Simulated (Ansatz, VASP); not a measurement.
# Cross-check of CdPbS3 between VASP and Ansatz, part 2 of 2

Wanted: the spread between two codes on one cell, functional and k mesh. The cell is generated by rule, not measured, and may not be a known phase. The cell is taken from a series of runs on this material, whose earlier steps may have relaxed, scaled, displaced or heated it; both programs get it as it stands.

VASP 6.6.1 and Ansatz 0.2.0.

So far: Set-up; VASP: relaxation of cell and atoms, r2SCAN.

The structure was built from a prototype and need not be the compound's stable phase.

### Step 3. Ansatz: relaxation of cell and atoms, r2SCAN

Level of this step: Ansatz beside VASP: Kohn-Sham DFT, plane waves, r2SCAN (Ansatz).

Ansatz runs on its PAW soft_1 files.

The same cell, functional, mesh and smearing now go to Ansatz, which takes its cutoff from its data sets.

input.yaml reads:

```yaml
crystal:
  lattice:
    - [5.1143418402, 0.0, 0.0]
    - [0.0, 5.1143418402, 0.0]
    - [0.0, 0.0, 5.1143418402]
  atoms:
    - { symbol: Cd, position: [0.0, 0.0, 0.0] }
    - { symbol: Pb, position: [0.5, 0.5, 0.5] }
    - { symbol: S, position: [0.5, 0.5, 0.0] }
    - { symbol: S, position: [0.5, 0.0, 0.5] }
    - { symbol: S, position: [0.0, 0.5, 0.5] }
kpoints:
  mp_grid: { grid: [8, 8, 8] }
hamiltonian:
  xc: r2scan
  pseudopotentials: { kind: paw, azcp: { folder: soft_1 } }
scf:
  occupations: { method: methfessel_paxton, width: 0.2 }
output:
  forces: true
  stress: true
  eigenvalues: true
  write_density: true
  write_potential: true
  elf: true
  volumetric_format: npy
relax:
  adjacent_minimum: "off"
  f_tol: 0.001
  max_steps: 60
  cell: { stress_tol: 0.01 }
```

The run is started by

```console
ansatz run input.yaml --threads 4 --pin off --max-ram 16384MiB --backend cpu --events-out ev --progress --plain --runs-dir out
```

Numbers of over 12 decimals in the logs are rounded to 6 here.

What it wrote:

```text
Engine: ansatz 0.2.0, aarch64-unknown-linux-gnu
Pseudopotentials: kind: paw
Pseudopotential: Cd, paw, valence charge 20, recommended cutoff 500 eV (meta_gga), soft_1/Cd.paw.azcp
Pseudopotential: Pb, paw, valence charge 14, recommended cutoff 500 eV (meta_gga), soft_1/Pb.paw.azcp
Pseudopotential: S, paw, valence charge 6, recommended cutoff 500 eV (meta_gga), soft_1/S.paw.azcp
Functional definition: r2SCAN
  parameter k0 = 0.174
  parameter k1 = 0.065
  parameter a1 = 4.9479
  exchange = r2scan_x(k0 = k0, k1 = k1, a1 = a1)
  correlation = r2scan_c
Crystal: 5 atoms, lattice volume = 133.773 Å³
Basis set: ecut = 500 eV, 3407 PW (Γ), exchange–correlation on 160×160×160 points (64 copies of the dense FFT grid, shifted against one another)
Bands: 32, of which v1, the nominal top of the filled ones, is band 26 counted from 1 (25 counted from 0)
Symmetry: 48 space group operations
Space group: Pm-3m (ITA 221), of the structure as read, at distance tolerance 5.1e-5 Å
k-points: 35 of 512
Non-local potential: Cd, projectors of the file, l = 0: 3, l = 1: 2, l = 2: 2, l = 3: 1
Non-local potential: Pb, projectors of the file, l = 0: 2, l = 1: 2, l = 2: 2, l = 3: 1
Non-local potential: S, projectors of the file, l = 0: 2, l = 1: 2, l = 2: 1
PAW form: soft (Blöchl's): semilocal exchange-correlation on the pseudo side does not see the compensation charge
PAW frozen core: Cd, regenerated for the run's functional (the file was generated under x = pbe(κ = 0.804, μ = 0.219515), c = pbe(β = 0.066725))
PAW frozen core: Pb, regenerated for the run's functional (the file was generated under x = pbe(κ = 0.804, μ = 0.219515), c = pbe(β = 0.066725))
PAW frozen core: S, regenerated for the run's functional (the file was generated under x = pbe(κ = 0.804, μ = 0.219515), c = pbe(β = 0.066725))
PAW one-centre angular grid: Cd, 590 points (default); XC on 160 Gauss nodes
PAW one-centre angular grid: Pb, 590 points (default); XC on 160 Gauss nodes
PAW one-centre angular grid: S, 302 points (default); XC on 160 Gauss nodes
Initial density: superposition of atomic densities (chi_scale 0.1, normalization cell, long waves kept (reshape's long-wave potential 0.05 eV rms))
Initial wavefunctions: pseudopotential atomic-orbital guess
Functional: x = r2scan, c = r2scan; τ floored in thin density (d = 2e-4 eV/Å³)
SCF iter   1: F=—  HF=-22907.275087 eV  |F-HF|=—  |Δ(HF+E_count)|=         —  Δρ=4.40e-2  dr2=3.33e0  dr2_τ=1.66e-2  ethr=3.10e-3  ⟨swp⟩=7.6  Hψ=5250  notcnv=0
preconditioner: auto → Kerker (q_TF=auto, 2.331 Å⁻¹)  [metal: Δε(μ)=0.055 eV  Ē_g=12.430 eV  σ=0.200 eV  W_gap=0.23  n_scr=26 (ndim 8)  ℏωp=21.3 eV  f_vac=0.008  D(μ)=4.06/eV (n_scr^D=26)]
SCF iter   2: F=—  HF=-22906.534483 eV  |F-HF|=—  |Δ(HF+E_count)|=   7.41e-1  S|Δr|=    0.00e0  Δρ=2.07e-2  dr2=8.65e-1  dr2_τ=3.09e-2  ethr=3.10e-3  ⟨swp⟩=2.8  Hψ=2709  notcnv=0  defer=28
SCF iter   3: F=—  HF=-22906.434272 eV  |F-HF|=—  |Δ(HF+E_count)|=   1.00e-1  S|Δr|=    0.00e0  Δρ=7.28e-3  dr2=1.20e-1  dr2_τ=1.23e-3  ethr=1.66e-3  ⟨swp⟩=2.7  Hψ=1807  notcnv=0  defer=26
SCF iter   4: F=—  HF=-22906.428824 eV  |F-HF|=—  |Δ(HF+E_count)|=   5.45e-3  S|Δr|=    0.00e0  Δρ=1.93e-3  dr2=7.19e-3  dr2_τ=2.71e-4  ethr=2.32e-4  ⟨swp⟩=2.3  Hψ=1995  notcnv=0  defer=25
SCF iter   5: F=—  HF=-22906.429318 eV  |F-HF|=—  |Δ(HF+E_count)|=   4.94e-4  S|Δr|=    0.00e0  Δρ=6.70e-4  dr2=1.22e-3  dr2_τ=7.93e-5  ethr=1.38e-5  ⟨swp⟩=2.1  Hψ=1703  notcnv=0  defer=25
SCF iter   6: F=—  HF=-22906.429408 eV  |F-HF|=—  |Δ(HF+E_count)|=   8.93e-5  S|Δr|=    0.00e0  Δρ=2.30e-4  dr2=1.22e-4  dr2_τ=3.60e-6  ethr=2.34e-6  ⟨swp⟩=2.3  Hψ=1733  notcnv=0  defer=25
SCF iter   7: F=—  HF=-22906.429440 eV  |F-HF|=—  |Δ(HF+E_count)|=   3.21e-5  S|Δr|=    0.00e0  Δρ=5.90e-5  dr2=4.96e-6  dr2_τ=3.93e-7  ethr=2.34e-7  ⟨swp⟩=2.0  Hψ=1695  notcnv=0  defer=25
SCF iter   8: F=—  HF=-22906.429460 eV  |F-HF|=—  |Δ(HF+E_count)|=   2.06e-5  S|Δr|=    0.00e0  Δρ=1.85e-5  dr2=8.08e-7  dr2_τ=4.06e-8  ethr=9.53e-9  ⟨swp⟩=2.3  Hψ=2028  notcnv=0  defer=25
SCF iter   9: F=-22906.429460 eV  HF=-22906.429460 eV  |F-HF|=6.80e-9  |Δ(HF+E_count)|=   1.01e-7  S|Δr|=    0.00e0  Δρ=6.20e-6  dr2=6.98e-8  dr2_τ=1.23e-9  ethr=1.92e-10  ⟨swp⟩=15.9  Hψ=10557  notcnv=0
SCF 1 converged in 9 iterations: F = -22906.429460 eV  dr2 = 6.98e-8
  greatest PAW one-centre occupation: 1.002 electrons in one spin orbital (limit 2), on the Cd atom at site 0 (counted from 0), in its partial waves of l = 0
relax step   1: F+E_penalty+E_count = -22906.42946043 eV  Δ(F+E_penalty+E_count) = +0.000e0 eV  max|allowed force component| = 4.023e-28 eV/Å  Δτ_max = 0.0000 Å  P = -0.047 GPa  Ω = 133.773 Å³  (9 SCF iters, dr2 threshold 1.00e-7 eV, accepted)
[...]
relax step   2: F+E_penalty+E_count = -22906.42950369 eV  Δ(F+E_penalty+E_count) = -4.326e-5 eV  max|allowed force component| = 3.492e-29 eV/Å  Δτ_max = 0.0000 Å  P = +0.001 GPa  Ω = 133.641 Å³  energy of the carried Pulay correction = +2.423e-5 eV  (5 SCF iters, dr2 threshold 5.57e-9 eV, accepted)
[...]
relax step   3: F+E_penalty+E_count = -22906.42949063 eV  Δ(F+E_penalty+E_count) = +1.306e-5 eV  max|allowed force component| = 3.387e-29 eV/Å  Δτ_max = 0.0000 Å  P = +0.001 GPa  Ω = 133.641 Å³  stress off target by 1.13e-3 GPa  SCF on the basis re-selected at this cell (its energy is not comparable with the rows above)  (6 SCF iters)
basis re-selected at this cell: Δ(F+E_penalty+E_count) = +1.306e-5 eV, ΔP = -0.000 GPa vs the last step (what re-selecting the basis moved, of the pressure what is left beyond the Pulay correction that the steps carried, after the strain that the cell walked since its last selection, with what the two solves' SCF thresholds leave and, on support functions, any second-order correction that the steps lacked; it is no m [...]
SCF converged after 6 iterations
Stability not checked: this state was not tested for a lower state beside it, because cold or Methfessel-Paxton smearing, or corrected tetrahedra, fill the levels in a way that the test cannot read (fill_not_monotonic; see scf.lower_state_search)
Free energy (F): -22906.429491 eV
Harris-Foulkes:  -22906.429491 eV  (|F-HF|=3.64e-12)
Internal energy: -22906.435352 eV  (E = F + TS)
E sigma→0 (E₀):  -22906.430956 eV
Entropy (-TS):   0.005862 eV (1.172 meV/atom)
Fermi energy:    5.711210 eV
--- Per-component energies (eV) ---
  E_band       = -683.036861
  E_kinetic    = 1046.319472
  E_local      = -5660.618825  (includes V_loc(G=0)·N_el)
  E_nonlocal   = 536.563245
  E_hartree    = 2442.203800
  E_xc         = -585.414129
  E_vxc        = -623.097426  (∫ρ·V_xc dr)
  E_paw        = -16404.344190  (= ΣΔE_a)
  E_vpaw       = -904.499704  (= ΣTr[D̂ρ^β])
  E_aug_tail   = 0.000009  (compensation charges beyond the density's cutoff)
  E_vtau       = 37.888746  (kinetic-family band-sum trace: ∫τ·v_τ [+ j·A + Jᵃ·Aᵃ] dr)
  E_ewald      = -4281.215972
  E_core_change = 0.071237  (= ΣΔE_core)
  E_smearing   = 0.005862  (= −TS)
  E_closure    = 0.000000  (closes the sum)
  Σ components = -22906.429491   (vs F -22906.429491, Δ=0.00e0)
--- Forces (eV/Å), atoms counted from 1 ---
  atom   1  Cd     0.00000000     0.00000000    -0.00000000
  atom   2  Pb    -0.00000000    -0.00000000    -0.00000000
  atom   3  S      0.00000000     0.00000000     0.00000000
  atom   4  S     -0.00000000     0.00000000     0.00000000
  atom   5  S      0.00000000     0.00000000    -0.00000000
  max |Σ_I F_I| component: 4.10e-29 eV/Å
--- Stress (GPa, compression-positive) ---
        0.001133      -0.000000       0.000000
       -0.000000       0.001133       0.000000
        0.000000       0.000000       0.001133
  P = ⅓ Tr σ = 0.0011 GPa (0.011 kbar)
--- Band table (eV; the first three rows and the last of 35) ---
  k-point 0: bands = [... 22 lower, 4.8863, 4.8863, 4.9282, 4.9282, 4.9282, 4.9473, 12.6068, 12.6068, ... 2 higher]
  k-point 1: bands = [... 22 lower, 4.8268, 4.8268, 4.8865, 4.9296, 4.9296, 5.7354, 11.7528, 12.1958, ... 2 higher]
  k-point 2: bands = [... 22 lower, 4.6436, 4.6436, 4.7898, 4.9706, 4.9706, 6.5878, 10.7716, 11.7754, ... 2 higher]
  k-point 34: bands = [... 22 lower, 5.3421, 5.3421, 5.9945, 5.9945, 5.9945, 9.5207, 9.5207, 9.5207, ... 2 higher]
--- Relaxed structure (2 steps of the walk, 2 accepted, 1 SCFs on fresh bases) ---
  F+E_penalty+E_count = -22906.42949063 eV   max|allowed force component| = 3.387e-29 eV/Å   (the final SCF, on the basis selected at the relaxed cell)
  cell:  # Å, volume = 133.6414 Å³
    - [5.112662, 0, 0.0]
    - [0, 5.112662, 0]
    - [0, 0, 5.112662]
  atoms:
    - { symbol: Cd, position: [0, 0, 0] }
    - { symbol: Pb, position: [0.5, 0.5, 0.5] }
    - { symbol: S, position: [0.5, 0.5, 0] }
    - { symbol: S, position: [0.5, 0, 0.5] }
    - { symbol: S, position: [0, 0.5, 0.5] }
```

In the SCF lines HF is the Harris–Foulkes energy and dr2 the Hartree energy of the density residual, in eV; the loop may stop once dr2 is under the threshold and the program's other checks hold. Hψ counts applications of the Hamiltonian.

### Step 4. Side by side

Known differences besides the potentials themselves: VASP keeps PBE cores, Ansatz makes them for the functional; the data sets hold 52 valence electrons in Ansatz (on its PAW soft_1 files) and 44 in VASP; the cutoff is 500 eV in Ansatz and 550 eV in VASP; Ansatz adds a Pulay correction to the stress that steers its cell, VASP none. Total energies have different zeros and are not compared.

Both answers:

```
                                         quantity  Ansatz    VASP  difference
                                      volume (Å³)  133.64  133.59     +0.04 %
edge a after relaxation, in the typed setting (Å)   5.113   5.112     +0.01 %
```

### Step 5. Summary of results

* difference in volume (relaxation of cell and atoms, r2SCAN): 0.040 %

In words: The difference in volume is 0.040 % (relaxation of cell and atoms, r2SCAN), within the 1.2 % picked in this series as the mark of a large difference, as far as the stopping tolerances let one tell. The data sets hold unlike numbers of valence electrons (52 in Ansatz and 44 in VASP), so part of the differences comes from the potentials. Such differences can come from data sets, numerical settings and the points named under the comparisons, not from the functional's error against experiment.

[Lines on the potential files, build, host, timing and source positions are cut from VASP's logs without a mark.]

[Logs are printed without paths, hosts, clocks, repeated set-up lines and the standing remarks that a program may print on its own settings, such as how far it seeks lower states.]

[Hosts, paths, dates, database ids (printed as entryN), source tags and the programs' standing remarks are cut or masked in the printed files.]
